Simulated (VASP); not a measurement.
All values below come from PBE GGA, VASP's PBE PAW potentials (set 64) (plane waves; VASP).

Input for VASP

**POSCAR**
```
Se
1
    2.1850000000    -3.7845310000     0.0000000000
    2.1850000000     3.7845310000     0.0000000000
    0.0000000000     0.0000000000     4.9500000000
Se
3
Direct
  0.0000000000   0.2250000000   0.6666670000
  0.7750000000   0.7750000000   0.0000000000
  0.2250000000   0.0000000000   0.3333330000
```

### KPOINTS
```
Automatic mesh
0
Gamma
6 6 5
0 0 0
```

**INCAR**
```
SYSTEM=Se
PREC=Accurate; ENCUT=400; LREAL=.FALSE.
LASPH=.TRUE.
EDIFF=1E-6; NELM=100; ALGO=Normal
LMAXMIX=4
ISMEAR=0; SIGMA=0.05
GGA=PE
IBRION=2; NSW=60; ISIF=3
EDIFFG=-0.01
LWAVE=.FALSE.; LCHARG=.FALSE.
```

POTCAR, in this order: Se (PBE.64 set). Program: vasp_std.

Energy and stress use the plane-wave basis of the starting cell. Without a dispersion term in the relaxation, distances and binding between the weakly bound layers, chains or molecules are unreliable, and so is what depends on them.

Task: What does the run give for the energy per atom (σ→0), volume per atom?

Result: 
```
Quantity                       Result
---------------------  --------------
energy per atom (σ→0)  -3.503 eV/atom
volume per atom         29.59 Å³/atom
```

File OSZICAR:
```
...
       N       E                     dE             d eps       ncg     rms          rms(c)
DAV:   1    -0.105100824969E+02   -0.13732E-02   -0.11951E-01   702   0.203E+00    0.227E-01
DAV:   2    -0.105092212682E+02    0.86123E-03   -0.47240E-03   787   0.466E-01    0.951E-02
DAV:   3    -0.105088465556E+02    0.37471E-03   -0.84738E-04   762   0.167E-01    0.411E-02
DAV:   4    -0.105088243975E+02    0.22158E-04   -0.12479E-04   837   0.684E-02    0.182E-02
DAV:   5    -0.105088258827E+02   -0.14851E-05   -0.43835E-06   802   0.157E-02    0.604E-03
DAV:   6    -0.105088260885E+02   -0.20586E-06   -0.66806E-07   461   0.588E-03
  14 F= -.10508826E+02 E0= -.10508826E+02  d E =-.109950E-02
```

The compound is Se in the trig structure. This run relaxes it. Symmetry was kept, so distortions that lower it aren't found.
